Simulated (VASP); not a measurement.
VASP input:

File KPOINTS:
```
Automatic mesh
0
Gamma
9 9 9
0 0 0
```

**INCAR**
```
# general
SYSTEM = K
PREC   = Accurate
ENCUT  = 480
LREAL  = .FALSE.
LASPH  = .TRUE.

# electronic loop
EDIFF  = 1E-6
NELM   = 100
ALGO   = Normal

# smearing
ISMEAR = 1
SIGMA  = 0.1

# functional
GGA    = PS

# ions
IBRION = 2
NSW    = 60
ISIF   = 3
EDIFFG = -0.01

# output
LWAVE  = .FALSE.
LCHARG = .FALSE.
```

POSCAR:
```
K
1
   -2.6048430455     2.6048430455     2.6048430455
    2.6048430455    -2.6048430455     2.6048430455
    2.6048430455     2.6048430455    -2.6048430455
K
1
Direct
  0.0000000000   0.0000000000   0.0000000000
```

POTCAR, in this order: K_sv (PBE.64 set). Program: vasp_std.

Problem. Translate this PBEsol calculation to Quantum ESPRESSO's pw.x.

Solution. One equivalent input (not run):
```
&CONTROL
  calculation = 'vc-relax'
  pseudo_dir = './pseudo'
  outdir = './out'
  tprnfor = .true.
  tstress = .true.
  nstep = 60
  forc_conv_thr = 0.00039
/
&SYSTEM
  ibrav = 0
  nat = 1
  ntyp = 1
  ecutwfc = 74
  occupations = 'smearing'
  smearing = 'methfessel-paxton'
  degauss = 0.00735
  input_dft = 'pbesol'
/
&ELECTRONS
  conv_thr = 7.3e-08
  electron_maxstep = 100
/
&IONS
/
&CELL
/
ATOMIC_SPECIES
  K 39.098 K.upf
CELL_PARAMETERS angstrom
    -2.6048430    2.6048430    2.6048430
     2.6048430   -2.6048430    2.6048430
     2.6048430    2.6048430   -2.6048430
ATOMIC_POSITIONS crystal
  K    0.0000000  0.0000000  0.0000000
K_POINTS automatic
  9 9 9 0 0 0
```
What does not carry over: the potentials are each code's own (VASP's PAW set, PseudoDojo norm-conserving files in pw.x), so ENCUT and ecutwfc are chosen apart and not converted; conv_thr bounds pw.x's estimated SCF error, while EDIFF bounds the energy change between steps; forc_conv_thr acts on force components and is met together with etot_conv_thr.

The compound is K in the bcc structure. It was relaxed first. The start is the result of an earlier pass.
